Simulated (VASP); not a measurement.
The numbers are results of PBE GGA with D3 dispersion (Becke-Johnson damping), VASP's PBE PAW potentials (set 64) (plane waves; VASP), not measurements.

A VASP calculation is set up with these files.

### KPOINTS
```
Automatic mesh
0
Gamma
12 12 1
0 0 0
```

**INCAR**
```
ALGO = Normal
EDIFF = 1E-5
EDIFFG = -0.03
ENCUT = 500
GGA = PE
IBRION = 2
ISIF = 4
ISMEAR = 0
IVDW = 12
LASPH = .True.
LCHARG = .False.
LMAXMIX = 4
LREAL = .False.
LWAVE = .True.
NELM = 100
NELMIN = 4
NSW = 50
PREC = Normal
SIGMA = 0.05
SYSTEM = PbO monolayer
```

**POSCAR**
```
PbO monolayer
1.0
  4.0347454622   0.0000000000   0.0000000000
  0.0000000000   4.0347454622   0.0000000000
  0.0000000000   0.0000000000  18.3537181432
Pb O
2 2
Cart
  2.0173727311   0.0000000000   7.9975225586
  0.0000000000   2.0173727311  10.3561955846
  2.0173727311   2.0173727311   9.1768590716
  0.0000000000   0.0000000000   9.1768590716
```

POTCAR, in this order: Pb_d O (PBE.64 set). Program: vasp_std.

Unless said otherwise, spin-orbit coupling is left out, though it shifts the bands of the heavy elements here.

Problem. Predict the energy per atom (σ→0), dispersion energy, band gap (on the k-mesh).

Solution. 
```yaml
energy per atom (σ→0): -531.0 kJ/mol of atoms
dispersion_energy: -0.547 eV
band gap (on the k-mesh): 2.56 eV
```

OSZICAR:
```
...
DAV:   5    -0.214641836746E+02   -0.55567E-05   -0.16895E-05  1120   0.388E-02
   3 F= -.22011666E+02 E0= -.22011666E+02  d E =-.779866E-02
       N       E                     dE             d eps       ncg     rms          rms(c)
DAV:   1    -0.214642489157E+02   -0.70798E-04   -0.26590E-02  1520   0.972E-01    0.394E-02
DAV:   2    -0.214643340427E+02   -0.85127E-04   -0.11458E-03  2120   0.353E-01    0.230E-02
DAV:   3    -0.214643312180E+02    0.28247E-05   -0.17417E-05  1088   0.508E-02    0.103E-02
DAV:   4    -0.214643376253E+02   -0.64073E-05   -0.14703E-05  1120   0.349E-02
   4 F= -.22011750E+02 E0= -.22011750E+02  d E =-.788288E-02
```

The cell is a sheet with vacuum, built from PbO (litharge).
